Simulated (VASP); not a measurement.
Data:

```xyz
3
Lattice="2.2385 -3.8772 0.0000 2.2385 3.8772 0.0000 0.0000 0.0000 5.0541" Properties=species:S:1:pos:R:3 pbc="T T T"
Se     0.4960     0.8591     3.3694
Se     3.4849     0.0000     0.0000
Se     0.4960    -0.8591     1.6847
```

Method: PBE GGA, VASP's PBE PAW potentials (set 64) (plane waves; VASP). Run with 480 eV cut-off, 6×6×4 Γ-centred mesh, Gaussian smearing of 0.050 eV, potentials Se.

Energy and stress use the plane-wave basis of the starting cell. Without a dispersion term in the relaxation, distances and binding between the weakly bound layers, chains or molecules are unreliable, and so is what depends on them.

Question: The ions, cell shape and volume at an external pressure of 10.0 GPa are relaxed. Which structure does the run end with?

Answer: 
```xyz
3
Lattice="1.8734 -3.2448 0.0000 1.8734 3.2448 0.0000 0.0000 0.0000 5.1623" Properties=species:S:1:pos:R:3 pbc="T T T"
Se     2.3849    -2.3587     3.4416
Se     2.7236     0.0000     0.0000
Se     2.3849     2.3587     1.7208
```
Space group P3_121 (152), at a tolerance of 0.03 Å.

Question: How do energy and volume change from the first to the last step?

Answer: The energy (σ→0) changes by +154.6 meV/atom and the volume by -28.5 %, in 13 ionic steps.

The compound is Se in the trig structure. This run relaxes it under an external pressure of 10 GPa. Symmetry was kept, so distortions that lower it aren't found.
